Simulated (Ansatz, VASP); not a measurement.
# SrTiO3 in two plane-wave programs, part 2 of 2

Wanted: the spread between two codes on one cell, functional and k mesh. The cell is a member of a volume series, scaled by 0.97 from a relaxed one, so a pressure remains.

VASP 6.6.1 and Ansatz 0.2.0.

So far. Step 3 (Ansatz: single point, PBEsol, volume scaled by 0.97): The run ends at a pressure of 5.34 GPa.

## 5. Ansatz: single point, PBEsol, volume scaled by 1.03

Level of this step: Ansatz beside VASP: Kohn-Sham DFT, plane waves, PBEsol (Ansatz).

A single point gives forces, pressure and levels at one fixed geometry, so differences don't come from the geometry; what else differs is listed under the comparison. The cell compared in this pair holds 60.89 Å³, against 57.34 Å³ for the pair before.

The cell is a member of a volume series, scaled by 1.03 from a relaxed one, so a pressure remains.

File input.yaml:

```yaml
crystal:
  lattice:
    - [3.93409534, 0.0, 0.0]
    - [0.0, 3.93409534, 0.0]
    - [0.0, 0.0, 3.93409534]
  atoms:
    - { symbol: Sr, position: [0.5, 0.5, 0.5] }
    - { symbol: Ti, position: [0.0, 0.0, 0.0] }
    - { symbol: O, position: [0.0, 0.0, 0.5] }
    - { symbol: O, position: [0.0, 0.5, 0.0] }
    - { symbol: O, position: [0.5, 0.0, 0.0] }
hamiltonian:
  xc: pbesol
  pseudopotentials: { kind: paw }
kpoints:
  mp_grid: { grid: [6, 6, 6] }
scf:
  occupations: { method: gaussian, width: 0.03 }
  n_extra_bands: 5
output:
  forces: true
  stress: true
  eigenvalues: true
```

Started as:

```console
ansatz run input.yaml --threads 2 --pin off --max-ram 4608MiB --backend cpu --events-out ev --progress --plain --runs-dir out
```

Numbers of over 12 decimals in the logs are rounded to 6 here.

Log:

```text
[...]
Crystal: 5 atoms, lattice volume = 60.888 Å³
Basis set: ecut = 420 eV, 1213 PW (Γ), exchange–correlation on 54×54×54 points (8 copies of the dense FFT grid, shifted against one another)
Bands: 25, of which v1, the nominal top of the filled ones, is band 20 counted from 1 (19 counted from 0)
Symmetry: 48 space group operations
[...]
k-points: 20 of 216
[...]
k-point 0: bands = [... 16 lower, 8.3913, 9.1818, 9.1818, 9.1818, 11.3355, 11.3355, 11.3355, 13.7641, ... 1 higher]
  k-point 1: bands = [... 16 lower, 8.1648, 8.4333, 9.0348, 9.0348, 11.3747, 11.9029, 11.9029, 13.7683, ... 1 higher]
  k-point 2: bands = [... 16 lower, 7.4819, 7.7701, 8.8721, 8.8721, 11.4560, 12.8193, 12.8193, 13.7737, ... 1 higher]
  k-point 19: bands = [... 16 lower, 5.8382, 9.5430, 9.5430, 9.5430, 13.8984, 13.8984, 13.8984, 16.3518, ... 1 higher]
[key lines of the parts left out:]
SCF converged after 6 iterations
Free energy (F): -7657.206069 eV
Fermi energy:    10.439235 eV
P = ⅓ Tr σ = -5.7014 GPa (-57.014 kbar)
```

It took 2.2 s on 2 threads of Arm Neoverse N1, shared host; peak memory 0.32 GiB.

The run ends at a pressure of -5.70 GPa.

## 6. VASP: single point, PBEsol, volume scaled by 1.03

The same cell, functional, mesh and smearing now go to VASP, with its own data sets and cutoff.

The input asks for a relaxation, which ended at its first step since no free force or stress exceeded the threshold; so it serves as a single point.

File INCAR:

```
SYSTEM = SrTiO3
PREC = Accurate
ENCUT = 560
EDIFF = 1E-07
NELM = 100
ISMEAR = 0
SIGMA = 0.03
LREAL = .FALSE.
ALGO = Normal
GGA = PS
NBANDS = 26
LASPH = .TRUE.
LORBIT = 11
LWAVE = .FALSE.
LCHARG = .FALSE.
KPAR = 8
IBRION = 2
NSW = 50
ISIF = 4
EDIFFG = -0.002
```

File POSCAR:

```
SrTiO3
1.0
    3.9340953420      0.0000000000      0.0000000000
    0.0000000000      3.9340953420      0.0000000000
    0.0000000000      0.0000000000      3.9340953420
Sr Ti O
1 1 3
Direct
    0.5000000000      0.5000000000      0.5000000000
    0.0000000000      0.0000000000      0.0000000000
    0.0000000000      0.0000000000      0.5000000000
    0.0000000000      0.5000000000      0.0000000000
    0.5000000000      0.0000000000      0.0000000000
```

File KPOINTS:

```
Automatic mesh
0
Gamma
6 6 6
0 0 0
```

Potentials, in the order of the species: Sr_sv, Ti_sv and O (PBE family, release 64).

Started as:

```console
mpirun -np 8 vasp_std
```

Log:

```text
[banner, memory and clock lines left out]
running    8 mpi-ranks, on    1 nodes
[...]
[... a notice as in an earlier step ...]

 [... a notice as in an earlier step ...]

 LDA part: xc-table for (Slater+PW92), standard interpolation
 POSCAR, INCAR and KPOINTS ok, starting setup
[...]
entering main loop
       N       E                     dE             d eps       ncg     rms          rms(c)
DAV:   1     0.442074469522E+03    0.44207E+03   -0.21871E+04  1040   0.176E+03
DAV:   2    -0.452039880233E+01   -0.44659E+03   -0.42958E+03  1216   0.471E+02
DAV:   3    -0.492125872845E+02   -0.44692E+02   -0.43891E+02  1268   0.146E+02
DAV:   4    -0.516908063675E+02   -0.24782E+01   -0.24740E+01  1712   0.295E+01
[...]
DAV:  15    -0.419911753658E+02    0.85071E-05   -0.61961E-05  1466   0.767E-02    0.163E-02
DAV:  16    -0.419911750349E+02    0.33095E-06   -0.74588E-06  1246   0.291E-02    0.441E-03
DAV:  17    -0.419911749808E+02    0.54088E-07   -0.64545E-07  1466   0.777E-03
   1 F= -.41991175E+02 E0= -.41991175E+02  d E =-.419912E+02
[...]
reached required accuracy - stopping structural energy minimisation
```

OUTCAR, selected parts (step 6):

```text
  Total       -1.9396619     -1.9396619     -1.9396619      0.0000000     -0.0000000     -0.0000000
  in kB      -51.0389776    -51.0389776    -51.0389776      0.0000000     -0.0000000     -0.0000000
  external PRESSURE =     -51.0389776 kB  Pullay stress =       0.0000000 kB

 POSITION                                       TOTAL-FORCE (eV/Angst)
 -----------------------------------------------------------------------------------
      1.96705      1.96705      1.96705         0.000000      0.000000      0.000000
      0.00000      0.00000      0.00000         0.000000      0.000000      0.000000
      0.00000      0.00000      1.96705         0.000000      0.000000      0.000000
      0.00000      1.96705      0.00000         0.000000      0.000000      0.000000
      1.96705      0.00000      0.00000         0.000000      0.000000      0.000000
 -----------------------------------------------------------------------------------
    total drift:                                0.000000     -0.000000      0.000000

  FREE ENERGIE OF THE ION-ELECTRON SYSTEM (eV)
  ---------------------------------------------------
  free  energy   TOTEN  =       -41.9911749808 eV

  energy  without entropy=      -41.9911749808  energy(sigma->0) =      -41.99117498

[... 2 parts as in an earlier step ...]

[... 2 further parts left out ...]
[key lines of the parts left out:]
E-fermi :   4.1188
```

## 7. Differences

The two programs side by side:

```tsv
quantity	Ansatz	VASP	difference
pressure (GPa)	-5.70	-5.10	-0.60
pressure without Ansatz's Pulay correction (GPa)	-6.32	-5.10	-1.21
gap on the k mesh (eV)	1.793	1.762	+0.031
```

A gap on the mesh is an upper bound, since the band edges may lie between its points. Ansatz's pressure holds a Pulay correction of 0.62 GPa; VASP's holds none.

## 8. Other set-ups

Further runs change the set-up of one program: Ansatz's method, potentials or start, or VASP's data sets, cutoff or form of LDA. The table gives Ansatz less VASP for each quantity, since a change that brings one quantity closer may part another.

```tsv
run	pressure (GPa)	gap on the k mesh (eV)
as above	-0.60	0.031
Ansatz's all-electron LAPW method	-0.61	0.025
```

## 9. VASP: single point, r2SCAN, volume scaled by 0.985

A single point gives forces, pressure and levels at one fixed geometry, so differences don't come from the geometry; what else differs is listed under the comparison. The cell compared in this pair holds 59.01 Å³, against 60.89 Å³ for the pair before.

The input asks for a relaxation, which ended at its first step since no free force or stress exceeded the threshold; so it serves as a single point.

File INCAR:

```
SYSTEM = SrTiO3
PREC = Accurate
ENCUT = 560
EDIFF = 1E-06
NELM = 100
ISMEAR = 0
SIGMA = 0.03
LREAL = .FALSE.
ALGO = Normal
METAGGA = R2SCAN
LASPH = .TRUE.
NBANDS = 26
LORBIT = 11
LWAVE = .FALSE.
LCHARG = .FALSE.
KPAR = 8
IBRION = 2
NSW = 30
ISIF = 4
EDIFFG = -0.01
```

Changes to POSCAR since step 6:

```diff
@@ -2,5 +2,5 @@
 1.0
-    3.9340953420      0.0000000000      0.0000000000
-    0.0000000000      3.9340953420      0.0000000000
-    0.0000000000      0.0000000000      3.9340953420
+    3.8931875060      0.0000000000      0.0000000000
+    0.0000000000      3.8931875060      0.0000000000
+    0.0000000000      0.0000000000      3.8931875060
 Sr Ti O
```

KPOINTS is that of step 6.

Started as:

```console
mpirun -np 8 vasp_std
```

Log:

```text
[banner, memory and clock lines left out]
running    8 mpi-ranks, on    1 nodes
[...]
[... a notice as in an earlier step ...]

 [... a notice as in an earlier step ...]

 LDA part: xc-table for (None), standard interpolation
 POSCAR, INCAR and KPOINTS ok, starting setup
[...]
entering main loop
       N       E                     dE             d eps       ncg     rms          rms(c)
DAV:   1     0.435938294024E+03    0.43594E+03   -0.22269E+04  1040   0.181E+03
DAV:   2    -0.343208482720E+02   -0.47026E+03   -0.45330E+03  1176   0.489E+02
DAV:   3    -0.830679685322E+02   -0.48747E+02   -0.48434E+02  1278   0.154E+02
DAV:   4    -0.861273327805E+02   -0.30594E+01   -0.30545E+01  1752   0.318E+01
[...]
DAV:  15    -0.633237798032E+02   -0.52585E-05   -0.74892E-05  1234   0.650E-02    0.213E-02
DAV:  16    -0.633237736137E+02    0.61895E-05   -0.51181E-05  1462   0.533E-02    0.707E-03
DAV:  17    -0.633237732725E+02    0.34119E-06   -0.17225E-06   828   0.112E-02
   1 F= -.63323773E+02 E0= -.63323773E+02  d E =-.633238E+02
[...]
reached required accuracy - stopping structural energy minimisation
```

Parts of OUTCAR (step 9):

```text
  Total        1.1065719      1.1065719      1.1065719     -0.0000000      0.0000000     -0.0000000
  in kB       30.0451410     30.0451410     30.0451410     -0.0000000      0.0000000     -0.0000000
  external PRESSURE =      30.0451410 kB  Pullay stress =       0.0000000 kB

 POSITION                                       TOTAL-FORCE (eV/Angst)
 -----------------------------------------------------------------------------------
      1.94659      1.94659      1.94659         0.000000      0.000000      0.000000
      0.00000      0.00000      0.00000         0.000000      0.000000      0.000000
      0.00000      0.00000      1.94659         0.000000      0.000000      0.000000
      0.00000      1.94659      0.00000         0.000000      0.000000      0.000000
      1.94659      0.00000      0.00000         0.000000      0.000000      0.000000
 -----------------------------------------------------------------------------------
    total drift:                               -0.000000     -0.000000      0.000000

  FREE ENERGIE OF THE ION-ELECTRON SYSTEM (eV)
  ---------------------------------------------------
  free  energy   TOTEN  =       -63.3237732725 eV

  energy  without entropy=      -63.3237732725  energy(sigma->0) =      -63.32377327

[... 2 parts as in an earlier step ...]

[... 2 further parts left out ...]
[key lines of the parts left out:]
E-fermi :   4.2360
```

## 10. Ansatz: single point, r2SCAN, volume scaled by 0.985

The same cell, functional, mesh and smearing now go to Ansatz, which takes its cutoff from its data sets.

The cell is a member of a volume series, scaled by 0.985 from a relaxed one, so a pressure remains.

input.yaml, the sections that differ from step 5:

```yaml
crystal:
  lattice:
    - [3.89318751, 0.0, 0.0]
    - [0.0, 3.89318751, 0.0]
    - [0.0, 0.0, 3.89318751]
  atoms:
    - { symbol: Sr, position: [0.5, 0.5, 0.5] }
    - { symbol: Ti, position: [0.0, 0.0, 0.0] }
    - { symbol: O, position: [0.0, 0.0, 0.5] }
    - { symbol: O, position: [0.0, 0.5, 0.0] }
    - { symbol: O, position: [0.5, 0.0, 0.0] }
hamiltonian:
  xc: r2scan
  pseudopotentials: { kind: paw }
# kpoints, scf, output: as in step 5
```

Started as:

```console
ansatz run input.yaml --threads 2 --pin off --max-ram 4608MiB --backend cpu --events-out ev --progress --plain --runs-dir out
```

Log:

```text
[...]
Crystal: 5 atoms, lattice volume = 59.009 Å³
Basis set: ecut = 500 eV, 1503 PW (Γ), exchange–correlation on 120×120×120 points (64 copies of the dense FFT grid, shifted against one another)
Bands: 25, of which v1, the nominal top of the filled ones, is band 20 counted from 1 (19 counted from 0)
Symmetry: 48 space group operations
[...]
k-points: 20 of 216
[...]
k-point 0: bands = [... 16 lower, 8.5607, 9.4303, 9.4303, 9.4303, 12.0747, 12.0747, 12.0747, 14.5076, ... 1 higher]
  k-point 1: bands = [... 16 lower, 8.3393, 8.6686, 9.2808, 9.2808, 12.1133, 12.6336, 12.6336, 14.5135, ... 1 higher]
  k-point 2: bands = [... 16 lower, 7.6773, 7.9483, 9.1056, 9.1056, 12.1930, 13.5700, 13.5700, 14.5210, ... 1 higher]
  k-point 19: bands = [... 16 lower, 5.9852, 9.7904, 9.7904, 9.7904, 14.7099, 14.7099, 14.7099, 17.5180, ... 1 higher]
[key lines of the parts left out:]
SCF converged after 7 iterations
Free energy (F): -7774.718988 eV
Fermi energy:    10.932523 eV
P = ⅓ Tr σ = 2.0523 GPa (20.523 kbar)
```

Elapsed: 5.3 s, on 2 threads; peak memory 0.45 GiB; 10 s of CPU time.

The run ends at a pressure of 2.05 GPa.

## 11. Comparison

What differs besides the data sets and the points named for the pairs above, as far as they apply: VASP keeps PBE cores, Ansatz makes them for the functional; the cutoff is 500 eV in Ansatz and 560 eV in VASP. Total energies have different zeros and are not compared.

The two programs side by side:

```tsv
quantity	Ansatz	VASP	difference
pressure (GPa)	2.05	3.00	-0.95
pressure without Ansatz's Pulay correction (GPa)	1.98	3.00	-1.03
gap on the k mesh (eV)	2.284	2.297	-0.013
```

A gap on the mesh is an upper bound, since the band edges may lie between its points. Ansatz's pressure holds a Pulay correction of 0.07 GPa; VASP's holds none.

## 12. Other set-ups

Further runs change the set-up of one program: Ansatz's method, potentials or start, or VASP's data sets, cutoff or form of LDA. The table gives Ansatz less VASP for each quantity, since a change that brings one quantity closer may part another.

```tsv
run	pressure (GPa)	gap on the k mesh (eV)
as above	-0.95	-0.013
Ansatz's all-electron LAPW method	-1.0	-0.019
```

## 13. Summary of results

| Item | Value |
| --- | --- |
| difference in gap on the k mesh (single point, PBEsol, volume scaled by 0.97) | 0.034 eV |
| difference in pressure (single point, PBEsol, volume scaled by 0.97) | -0.70 GPa |
| difference in gap on the k mesh (single point, PBEsol, volume scaled by 1.03) | 0.031 eV |
| difference in pressure (single point, PBEsol, volume scaled by 1.03) | -0.60 GPa |
| difference in gap on the k mesh (single point, r2SCAN, volume scaled by 0.985) | -0.013 eV |
| difference in pressure (single point, r2SCAN, volume scaled by 0.985) | -0.95 GPa |

In words: The difference in pressure is -0.95 GPa (single point, r2SCAN, volume scaled by 0.985), at about the 1 GPa picked in this series as the mark of a large difference. For single point, PBEsol, volume scaled by 1.03, no further run moves any of the tabulated differences by more than a quarter of its size. Single point, r2SCAN, volume scaled by 0.985, Ansatz's all-electron LAPW method: the difference in gap on the k mesh goes from -0.013 to -0.019 eV. 4 further runs of this series are not shown here. Such differences can come from data sets, numerical settings and the points named under the comparisons, not from the functional's error against experiment.

[Lines on the potential files, build, host, timing and source positions are cut from VASP's logs without a mark.]

[Logs are printed without paths, hosts, clocks, repeated set-up lines and the standing remarks that a program may print on its own settings, such as how far it seeks lower states.]

[Hosts, paths, dates, database ids (printed as entryN), source tags and the programs' standing remarks are cut or masked in the printed files.]
